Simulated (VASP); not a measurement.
# ScInTeSe (P-6m2) in VASP: further runs

One crystal, ScInTeSe, is run at these levels: PBE; tasks: relaxation of cell and atoms.

Program: VASP 6.6.1. These are calculated values, not measurements. Logs are shortened: lines on timing, memory, paths and dates and some standing lists are left out, and cuts for length are marked.

### 1 The structure

It takes space group P-6m2 (No. 187, hexagonal). The conventional cell has a = 4.084 Å, b = 4.084 Å, c = 15.787 Å, α = 90.00°, β = 90.00°, γ = 120.00°. Sc (site symmetry 3m) has 3 Se at 2.77 Å and 3 Te at 2.95 Å as nearest neighbours. Around In (site symmetry -6m2) lie 6 Se at 3.30 Å. In (site symmetry -6m2) has 6 Te at 3.34 Å as nearest neighbours. Around Te (site symmetry 3m) lie 3 Sc at 2.95 Å and 3 In at 3.34 Å. Se (site symmetry 3m) is surrounded by 3 Sc at 2.77 Å.

The cell was built by a generator and needn't be a form met in nature.

### 2 Relaxation of cell and atoms, PBE

Contents of INCAR:

```
SYSTEM = ScInTeSe
PREC = Accurate ; ENCUT = 520
EDIFF = 1E-6 ; ISMEAR = 0
SIGMA = 0.1 ; LREAL = .False.
LASPH = .True. ; NELM = 120
ALGO = Normal ; ISIF = 3
LWAVE = .False. ; LCHARG = .False.
GGA = PE ; IBRION = 2
NSW = 90 ; EDIFFG = -0.01
KPAR = 4
```

Contents of KPOINTS:

```
regular mesh
0
Gamma
  8 8 2
  0 0 0
```

Contents of POSCAR:

```
ScInTeSe
1.0
    4.0840659300      0.0000000000      0.0000000000
   -2.0420329600      3.5369048400      0.0000000000
    0.0000000000      0.0000000000     15.7870000000
Sc In Te Se
2 2 2 2
Direct
    0.0000000000      0.0000000000      0.2618927000
    0.0000000000      0.0000000000      0.7381073000
    0.3333333300      0.6666666700      0.5000000000
    0.6666666700      0.3333333300      0.0000000000
    0.3333333300      0.6666666700      0.1499018200
    0.3333333300      0.6666666700      0.8500981800
    0.6666666700      0.3333333300      0.3539304500
    0.6666666700      0.3333333300      0.6460695500
```

Potentials or basis: VASP PAW PBE potentials, release 64 (Sc_sv, In_d, Te, Se).

Run with:

```sh
$ cat potpaw_PBE.64/Sc_sv/POTCAR potpaw_PBE.64/In_d/POTCAR potpaw_PBE.64/Te/POTCAR potpaw_PBE.64/Se/POTCAR > POTCAR
$ mpirun -np 4 vasp_std > vasp.out
```

OUTCAR:

```text
SYSTEM = ScInTeSe
   PREC = Accurate
   ENCUT = 520
   EDIFF = 1E-6
   ISMEAR = 0
   LREAL = .False.
   LASPH = .True.
   NELM = 120
   ISIF = 3
   GGA = PE
   IBRION = 2
   NSW = 90
   EDIFFG = -0.01

 ion  position               nearest neighbor table
   1  0.000  0.000  0.262-   7 2.77   7 2.77   7 2.77   5 2.95   5 2.95   5 2.95
   2  0.000  0.000  0.738-   8 2.77   8 2.77   8 2.77   6 2.95   6 2.95   6 2.95
   3  0.333  0.667  0.500-   7 3.30   8 3.30   7 3.30   8 3.30   7 3.30   8 3.30
   4  0.667  0.333  0.000-   5 3.34   6 3.34   5 3.34   6 3.34   5 3.34   6 3.34
   5  0.333  0.667  0.150-   1 2.95   1 2.95   1 2.95   4 3.34   4 3.34   4 3.34
   6  0.333  0.667  0.850-   2 2.95   2 2.95   2 2.95   4 3.34   4 3.34   4 3.34
   7  0.667  0.333  0.354-   1 2.77   1 2.77   1 2.77   3 3.30   3 3.30   3 3.30
   8  0.667  0.333  0.646-   2 2.77   2 2.77   2 2.77   3 3.30   3 3.30   3 3.30

  LATTYP: Found a hexagonal cell.
 ALAT       =     4.0840659300
 C/A-ratio  =     3.8655105649

  Lattice vectors:

 A1 = (   4.0840659300,   0.0000000000,   0.0000000000)
 A2 = (  -2.0420329600,   3.5369048400,   0.0000000000)
 A3 = (   0.0000000000,   0.0000000000,  15.7870000000)

Analysis of symmetry for initial positions (statically):
=====================================================================
 Subroutine PRICEL returns:
 Original cell was already a primitive cell.

 Routine SETGRP: Setting up the symmetry group for a
 hexagonal supercell.

 Subroutine GETGRP returns: Found 12 space group operations
 (whereof 12 operations were pure point group operations)
 out of a pool of 24 trial point group operations.

The static configuration has the point symmetry D_3h.

Analysis of symmetry for dynamics (positions and initial velocities):
=====================================================================
 Subroutine PRICEL returns:
 Original cell was already a primitive cell.

 Routine SETGRP: Setting up the symmetry group for a
 hexagonal supercell.

 Subroutine GETGRP returns: Found 12 space group operations
 (whereof 12 operations were pure point group operations)
 out of a pool of 24 trial point group operations.

The dynamic configuration has the point symmetry D_3h.

 Subroutine INISYM returns: Found 12 space group operations
 (whereof 12 operations are pure point group operations),
 and found     1 'primitive' translations

----------------------------------------------------------------------------------------

                                     Primitive cell

  volume of cell :     228.0425

  direct lattice vectors                    reciprocal lattice vectors
     4.084065930  0.000000000  0.000000000     0.244854030  0.141366540  0.000000000
    -2.042032960  3.536904840  0.000000000     0.000000000  0.282733080  0.000000000
     0.000000000  0.000000000 15.787000000     0.000000000  0.000000000  0.063343257

  length of vectors
     4.084065930  4.084065922 15.787000000     0.282733080  0.282733080  0.063343257

  position of ions in fractional coordinates (direct lattice)
     0.000000000  0.000000000  0.261892700
     0.000000000  0.000000000  0.738107300
     0.333333330  0.666666670  0.500000000
     0.666666670  0.333333330  0.000000000
     0.333333330  0.666666670  0.149901820
     0.333333330  0.666666670  0.850098180
     0.666666670  0.333333330  0.353930450
     0.666666670  0.333333330  0.646069550

  ion indices of the primitive-cell ions
   primitive index   ion index
                 1           1
                 2           2
                 3           3
                 4           4
                 5           5
                 6           6
                 7           7
                 8           8

----------------------------------------------------------------------------------------

 KPOINTS: regular mesh

Automatic generation of k-mesh.
 Grid dimensions read from file:
 generate k-points for:    8    8    2

 Generating k-lattice:

  Cartesian coordinates                     Fractional coordinates (reciprocal lattice)
     0.030606754  0.017670817  0.000000000     0.125000000 -0.000000000  0.000000000
     0.000000000  0.035341635  0.000000000     0.000000000  0.125000000  0.000000000
     0.000000000  0.000000000  0.031671629     0.000000000  0.000000000  0.500000000

  Length of vectors
     0.035341635  0.035341635  0.031671629

  Shift w.r.t. Gamma in fractional coordinates (k-lattice)
     0.000000000  0.000000000  0.000000000

 Subroutine IBZKPT returns following result:
 ===========================================

 Found     20 irreducible k-points:

 Following reciprocal coordinates:
            Coordinates               Weight
  0.000000  0.000000  0.000000      1.000000
  0.125000 -0.000000  0.000000      6.000000
  0.250000 -0.000000  0.000000      6.000000
  0.375000 -0.000000  0.000000      6.000000
  0.500000 -0.000000  0.000000      3.000000
  0.125000  0.125000  0.000000      6.000000
[... 12 lines left out ...]
  0.250000  0.250000  0.500000      6.000000
  0.375000  0.250000  0.500000      6.000000
   k-points           NKPTS =     20   k-points in BZ     NKDIM =     20   number of bands    NBANDS=     43
   number of dos      NEDOS =    301   number of ions     NIONS =      8
   total plane-waves  NPLWV = 108000
   dimension x,y,z NGX =    30 NGY =   30 NGZ =  120
   dimension x,y,z NGXF=    60 NGYF=   60 NGZF=  240
   ions per type =               2   2   2   2
   NGX,Y,Z   is equivalent  to a cutoff of  12.21, 12.21, 12.64 a.u.
   NGXF,Y,Z  is equivalent  to a cutoff of  24.42, 24.42, 25.27 a.u.
 SYSTEM =  ScInTeSe
   PREC   = accura    normal or accurate (medium, high low for compatibility)
   ISTART =      0    job   : 0-new  1-cont  2-samecut
   ICHARG =      2    charge: 1-file 2-atom 10-const
   ISPIN  =      1    spin polarized calculation?
   LNONCOLLINEAR =      F non collinear calculations
   LSORBIT =      F    spin-orbit coupling
   LASPH  =      T    aspherical Exc in radial PAW
   ENCUT  =  520.0 eV  38.22 Ry    6.18 a.u.   7.59  7.59 29.35*2*pi/ulx,y,z
   NELM   =    120;   NELMIN=  2; NELMDL= -5     # of ELM steps
   EDIFF  = 0.1E-05   stopping-criterion for ELM
   LREAL  =      F    real-space projection
   EDIFFG = -.1E-01   stopping-criterion for IOM
   NSW    =     90    number of steps for IOM
   IBRION =      2    ionic relax: 0-MD 1-quasi-New 2-CG
   NFREE  =      1    steps in history (QN), initial steepest desc. (CG)
   ISIF   =      3    stress and relaxation
   ISYM   =      2    0-nonsym 1-usesym 2-fastsym
   POTIM  = 0.5000    time-step for ionic-motion
   TEBEG  =    0.0;   TEEND  =   0.0 temperature during run
   PSTRESS=    0.0 pullay stress
   NELECT =      72.0000    total number of electrons
   NUPDOWN=      -1.0000    fix difference up-down
   EMIN   =  10.00;   EMAX   =-10.00  energy-range for DOS
   EFERMI =   0.00;   METHOD = LEGACY
   ISMEAR =     0;   SIGMA  =   0.10  broadening in eV -4-tet -1-fermi 0-gaus
   EFERMI_NEDOS =   21; number of points for ismear=-14 and -15
   IALGO  =     38    algorithm
   IMIX   =      4    mixing-type and parameters
     AMIX     =   0.40;   BMIX     =  1.00
     AMIX_MAG =   1.60;   BMIX_MAG =  1.00
  volume/ion in A,a.u.               =      28.51       192.36
  Fermi-wavevector in a.u.,A,eV,Ry     =   1.114758  2.106586 16.907747  1.242684
  Thomas-Fermi vector in A             =   2.251356
   LORBIT       =      0    0 simple, 1 ext, 2 COOP (PROOUT), +10 PAW based schemes
   GGA     = PE    functional components
   LHFCALC =     F    Hartree Fock is set to
   AEXX    =    0.0000 exact exchange contribution
   IVDW    =     0    specifies the selected vdW correction
   LEPSILON=     F    determine dielectric tensor
   LRPA    =     F    only Hartree local field effects (RPA)
 conjugate gradient relaxation of ions
 non-spin polarized calculation
 Gauss-broadening in eV      SIGMA  =   0.10
  energy-cutoff  :      520.00
  volume of cell :      228.04
 maximum number of plane-waves:      6185
   NGX = 15   NGY = 15   NGZ = 59

--------------------------------------- Ionic step        1  -------------------------------------------

 number of electron      72.0000017 magnetization

 Free energy of the ion-electron system (eV)
  ---------------------------------------------------
  ext. energy  EPLUGINS =         0.00000000
  ---------------------------------------------------
  free energy    TOTEN  =       -38.98529931 eV

  energy without entropy =      -38.98327272  energy(sigma->0) =      -38.98428602

------------------------ aborting loop because EDIFF is reached ----------------------------------------

  FORCE on cell =-STRESS in cart. coord.  units (eV):
  Direction    XX          YY          ZZ          XY          YZ          ZX
  --------------------------------------------------------------------------------------
  -------------------------------------------------------------------------------------
  Total       -0.5619769     -0.5619769     -0.0541061     -0.0000000      0.0000000      0.0000000
  in kB       -3.9483288     -3.9483288     -0.3801381     -0.0000000      0.0000000      0.0000000
  external PRESSURE =      -2.7589319 kB  Pullay stress =       0.0000000 kB
[... 107 lines left out ...]
  FREE ENERGIE OF THE ION-ELECTRON SYSTEM (eV)
  ---------------------------------------------------
  free  energy   TOTEN  =       -38.9882443664 eV

  energy  without entropy=      -38.9862272185  energy(sigma->0) =      -38.98723579

[... ionic steps 4 to 11 ...]

--------------------------------------- Ionic step       12  -------------------------------------------

 number of electron      72.0000016 magnetization

------------------------ aborting loop because EDIFF is reached ----------------------------------------

  FORCE on cell =-STRESS in cart. coord.  units (eV):
  Direction    XX          YY          ZZ          XY          YZ          ZX
  --------------------------------------------------------------------------------------
  -------------------------------------------------------------------------------------
  Total        0.0443213      0.0443213      0.0765318      0.0000000      0.0000000      0.0000000
  in kB        0.3131761      0.3131761      0.5407769      0.0000000      0.0000000      0.0000000
  external PRESSURE =       0.3890430 kB  Pullay stress =       0.0000000 kB
[... 69 lines left out ...]
  energy  without entropy=      -38.9893097388  energy(sigma->0) =      -38.99031075

--------------------------------------- Ionic step       14  -------------------------------------------

 number of electron      72.0000016 magnetization

 Free energy of the ion-electron system (eV)
  ---------------------------------------------------
  ext. energy  EPLUGINS =         0.00000000
  ---------------------------------------------------
  free energy    TOTEN  =       -38.99135468 eV

  energy without entropy =      -38.98935821  energy(sigma->0) =      -38.99035644

 E-fermi :   5.5269     XC(G=0):  -9.3560

 val. band max:        5.1393087199   @ k =   0.1250  -0.0000   0.0000
 cond. band min:       5.6014613424   @ k =   0.5000  -0.0000   0.5000
 fundamental gap:      0.4621526224
 Fermi energy:         5.5269332265

 k-point     1 :       0.0000    0.0000    0.0000
  band No.  band energies     occupation
      1     -45.2611      2.00000
      2     -45.2611      2.00000
      3     -23.8754      2.00000
      4     -23.8754      2.00000
      5     -23.8569      2.00000
      6     -23.8569      2.00000
[... 944 lines left out ...]
  FREE ENERGIE OF THE ION-ELECTRON SYSTEM (eV)
  ---------------------------------------------------
  free  energy   TOTEN  =       -38.9913546755 eV

  energy  without entropy=      -38.9893582135  energy(sigma->0) =      -38.99035644

 reached required accuracy - stopping structural energy minimisation
```

It took 6.5 min on 4 MPI ranks of Intel Xeon Platinum 8488C (Sapphire Rapids), shared host; peak memory 0.47 GiB.

Results:

| Item | Value |
| --- | --- |
| Free energy | -38.9914 eV |
| Relaxed volume | 28.35 Å³/atom |
| Relaxed cell | a = 4.064 Å, b = 4.064 Å, c = 15.854 Å, α = 90.00°, β = 90.00°, γ = 120.00° |
| Space group after relaxing (to 0.05 Å) | P-6m2 (No. 187) |
| Energy gained by relaxing | 0.8 meV/atom |
| Ionic steps | 14 |
| Pressure after relaxing | 0.0 GPa |
| Largest force after relaxing | 0.004 eV/Å |
| Band gap on the k mesh | none (metal or under the smearing width) |

Forces in eV/Å, atoms in the order of the input:
```
Sc   0.000  0.000  0.001
Sc   0.000  0.000 -0.001
In   0.000  0.000  0.000
In   0.000  0.000  0.000
Te   0.000  0.000 -0.004
Te   0.000  0.000  0.004
Se   0.000  0.000  0.003
Se   0.000  0.000 -0.003
```

The path:
```csv
step,energy change (eV),largest force (eV/Å),pressure (GPa),volume (Å³)
1,0.0000,0.0765,-0.28,228.04
2,-0.0029,0.0483,0.06,226.43
3,-0.0029,0.0439,0.11,226.18
4,-0.0040,0.0398,0.06,226.44
5,-0.0042,0.0619,-0.04,226.89
6,-0.0044,0.0522,0.00,226.70
7,-0.0048,0.0350,0.00,226.76
8,-0.0052,0.0490,0.00,226.93
9,-0.0056,0.0316,-0.01,227.03
10,-0.0059,0.0186,-0.03,227.23
11,-0.0060,0.0142,0.01,226.89
12,-0.0060,0.0126,0.04,226.74
13,-0.0060,0.0136,0.04,226.80
14,-0.0061,0.0043,0.02,226.80
```

Final structure:
```cif
data_structure
_symmetry_space_group_name_H-M 'P 1'
_symmetry_Int_Tables_number 1
_cell_length_a 4.0644
_cell_length_b 4.0644
_cell_length_c 15.8537
_cell_angle_alpha 90.000
_cell_angle_beta 90.000
_cell_angle_gamma 120.000
_cell_volume 226.80
loop_
_atom_site_label
_atom_site_type_symbol
_atom_site_fract_x
_atom_site_fract_y
_atom_site_fract_z
_atom_site_occupancy
Sc1 Sc 0.00000 0.00000 0.26370 1
Sc2 Sc 0.00000 0.00000 0.73630 1
In1 In 0.33333 0.66667 0.50000 1
In2 In 0.66667 0.33333 0.00000 1
Te1 Te 0.33333 0.66667 0.15193 1
Te2 Te 0.33333 0.66667 0.84807 1
Se1 Se 0.66667 0.33333 0.35500 1
Se2 Se 0.66667 0.33333 0.64500 1
```

### 3 Relaxation of cell and atoms, PBE

This run uses another cell than the first one, of 28.35 Å³/atom, 0.995 times its volume.

Contents of INCAR:

```
SYSTEM = ScInTeSe
PREC = Accurate ; ENCUT = 520
EDIFF = 1E-7 ; ISMEAR = 0
SIGMA = 0.1 ; LREAL = .False.
LASPH = .True. ; NELM = 120
ALGO = Normal ; ISIF = 3
LWAVE = .False. ; LCHARG = .False.
GGA = PE ; IBRION = 2
NSW = 60 ; EDIFFG = -0.005
POTIM = 0.3 ; KPAR = 4
```

KPOINTS is that of step 2.

Contents of POSCAR:

```
ScInTeSe                                
1.0
    4.0643629965     -0.0000000000      0.0000000000
   -2.0321814933      3.5198415991      0.0000000000
   -0.0000000000     -0.0000000000     15.8537326632
  Sc              In              Te              Se            
     2     2     2     2
Direct
     1.0000000000000000    0.0000000000000000    0.2637018441738911
     1.0000000000000000    0.0000000000000000    0.7362981558261089
     0.3333333300000021    0.6666666699999979    0.5000000000000000
     0.6666666699999979    0.3333333300000021    0.0000000000000000
     0.3333333300000021    0.6666666699999979    0.1519348325919789
     0.3333333300000021    0.6666666699999979    0.8480651674080212
     0.6666666699999979    0.3333333300000021    0.3549965206588181
     0.6666666699999979    0.3333333300000021    0.6450034793411820
```

Potentials or basis: VASP PAW PBE potentials, release 64 (Sc_sv, In_d, Te, Se).

Run with:

```sh
$ cat potpaw_PBE.64/Sc_sv/POTCAR potpaw_PBE.64/In_d/POTCAR potpaw_PBE.64/Te/POTCAR potpaw_PBE.64/Se/POTCAR > POTCAR
$ mpirun -np 4 vasp_std > vasp.out
```

Run time: 71 s. Hardware: 4 MPI ranks of Intel Xeon Platinum 8488C (Sapphire Rapids), shared host; peak memory 0.44 GiB.

It converged, with:

* Free energy: -38.9911 eV
* Pressure after relaxing: 0.0 GPa
* Largest force after relaxing: 0.004 eV/Å
* Band gap on the k mesh: none (metal or under the smearing width)

Forces on the atoms (eV/Å):
```
Sc   0.000  0.000  0.001
Sc   0.000  0.000 -0.001
In   0.000  0.000  0.000
In   0.000  0.000  0.000
Te   0.000  0.000 -0.004
Te   0.000  0.000  0.004
Se   0.000  0.000  0.003
Se   0.000  0.000 -0.003
```

Final structure:
```
CELL_PARAMETERS angstrom
4.06436 0.00000 0.00000
-2.03218 3.51984 0.00000
0.00000 0.00000 15.85373
ATOMIC_POSITIONS crystal
Sc 0.00000 0.00000 0.26370
Sc 0.00000 0.00000 0.73630
In 0.33333 0.66667 0.50000
In 0.66667 0.33333 0.00000
Te 0.33333 0.66667 0.15193
Te 0.33333 0.66667 0.84807
Se 0.66667 0.33333 0.35500
Se 0.66667 0.33333 0.64500
```

Levels at points of the mesh, in eV from the Fermi level:
```
           k point  band 34  band 35  band 36  band 37  band 38  band 39
(0.00, 0.00, 0.00)    -0.82    -0.82     0.11     0.61     0.61     0.62
(0.50, 0.00, 0.00)    -2.16    -1.95    -1.61     0.08     0.17     0.36
(0.00, 0.00, 0.50)    -0.84    -0.84    -0.75     0.62     0.62     0.62
(0.50, 0.00, 0.50)    -2.08    -2.01    -1.96     0.07     0.14     0.45
```

Caveat: the relaxation stopped at its first step, so nothing moved. The run has no spin-orbit coupling, so splittings on Te are missing.
